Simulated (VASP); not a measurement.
An input for Ansatz (written as the equivalent of a VASP run, and not itself run):

Ansatz 0.2 input:
```yaml
crystal:
  lattice:
    - [-1.7197010, 1.7197010, 4.2090420]
    - [1.7197010, -1.7197010, 4.2090420]
    - [1.7197010, 1.7197010, -4.2090420]
  atoms:
    - { symbol: Y, position: [0.0000000, 0.0000000, 0.0000000] }
    - { symbol: B, position: [0.3353000, 0.3353000, 0.0000000] }
    - { symbol: B, position: [0.6647000, 0.6647000, 0.0000000] }
kpoints:
  mp_grid: { grid: [11, 11, 11] }
hamiltonian:
  xc: pbe
  pseudopotentials: { kind: paw }
scf:
  occupations: { method: methfessel_paxton, width: 0.2 }
  max_iter: 100
output: { forces: true, stress: true, eigenvalues: true }
```

**Question.** Translate this input to VASP (INCAR, KPOINTS, POSCAR, choice of POTCAR).

**Answer.** One answer among several that fit: 
**KPOINTS**
```
Automatic mesh
0
Gamma
11 11 11
0 0 0
```

INCAR:
```
ALGO=Normal
EDIFF=1E-6
ENCUT=520
GGA=PE
ISIF=2
ISMEAR=1
LASPH=.TRUE.
LCHARG=.FALSE.
LMAXMIX=4
LREAL=.FALSE.
LWAVE=.FALSE.
NELM=100
PREC=Accurate
SIGMA=0.2
SYSTEM=YB2
```

POSCAR:
```
YB2
1
   -1.7197010000     1.7197010000     4.2090420000
    1.7197010000    -1.7197010000     4.2090420000
    1.7197010000     1.7197010000    -4.2090420000
Y B
1 2
Direct
  0.0000000000   0.0000000000   0.0000000000
  0.3353000000   0.3353000000   0.0000000000
  0.6647000000   0.6647000000   0.0000000000
```

POTCAR, in this order: Y_sv B (PBE.64 set). Program: vasp_std.

What does not carry over: each code has its own PAW files, so the cut-off isn't converted (ENCUT is set for VASP's; basis.ecutwfc is left out, and Ansatz then takes the one that its files recommend); Ansatz stops its SCF on the density residual and VASP on the energy change (EDIFF).

The structure was generated: YB2 was put into the MoSi2 type (I4/mmm), which need not be its known phase. The cell was not relaxed at this level. The run is one of a series of settings (SIGMA = 0.2 against the base run), some of them coarse on purpose.
